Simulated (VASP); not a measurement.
Write the native input for VASP 6.6.1 that does the following.

| Quantity | Value |
| --- | --- |
| Task | relaxation of cell and atoms |
| Functional | r2SCAN |
| Potentials or basis | VASP PAW PBE potentials, release 64 (In_d, P) |
| Cutoff | 600 eV |
| k mesh | 10 × 10 × 10 |
| Occupations | gaussian, width 0.02 eV |
| Spin | no spin polarisation |
| Further INCAR settings | ALGO = Normal; EDIFF = 1e-07; IBRION = 2; EDIFFG = -0.005; NSW = 90; ISIF = 3 |

The structure of InP lies in POSCAR:

```
InP
1.0
    0.0000000000      2.9519763900      2.9519763900
    2.9519763900      0.0000000000      2.9519763900
    2.9519763900      2.9519763900      0.0000000000
In P
1 1
Direct
    0.0000000000      0.0000000000      0.0000000000
    0.7500000000      0.7500000000      0.7500000000
```

The cell is a database's computed one.

One way to write it, as run:

INCAR

```
SYSTEM = InP
ALGO     = Normal         ! electronic algorithm
EDIFF    = 1E-7           ! SCF threshold, eV
EDIFFG   = -0.005         ! ionic threshold
ENCUT    = 600            ! plane-wave cutoff, eV
IBRION   = 2              ! ionic algorithm
ISIF     = 3              ! what is computed and relaxed
ISMEAR   = 0              ! smearing method
LASPH    = .True.         ! aspherical terms in the spheres
LCHARG   = .False.        ! write CHGCAR
LMIXTAU  = .True.       
LREAL    = .False.        ! projectors in reciprocal space
LWAVE    = .False.        ! write WAVECAR
METAGGA  = R2SCAN         ! meta-GGA
NELM     = 80             ! most SCF steps
NSW      = 90             ! ionic steps
PREC     = Accurate       ! precision mode
SIGMA    = 0.02           ! smearing width, eV
```

KPOINTS

```
k-points
0
Gamma
  10 10 10
  0 0 0
```

Potentials or basis: VASP PAW PBE potentials, release 64 (In_d, P).

The run is started by

```bash
$ cat potpaw_PBE.64/In_d/POTCAR potpaw_PBE.64/P/POTCAR > POTCAR
$ mpirun -np 1 vasp_std > vasp.out
```

Results of the run:

The relaxed volume is 25.73 Å³/atom and the relaxed cell is a = 4.175 Å, b = 4.175 Å, c = 4.175 Å, α = 60.00°, β = 60.00°, γ = 60.00°. The space group after relaxing (to 0.05 Å) is F-43m (No. 216). The energy gained by relaxing is 0.0 meV/atom, the ionic steps are 3 and the pressure after relaxing is 0.0 GPa. The band gap on the k mesh is 1.04 eV, direct.

Caveat: the PAW data sets were made with another functional, which shifts forces and pressure a little; spin-orbit coupling is left out, which moves the levels of the heavy elements.

Wall time 6.1 min on 1 thread of AMD EPYC 9R45 96-Core Processor (Zen 5) (shared host), peak memory 0.22 GiB.
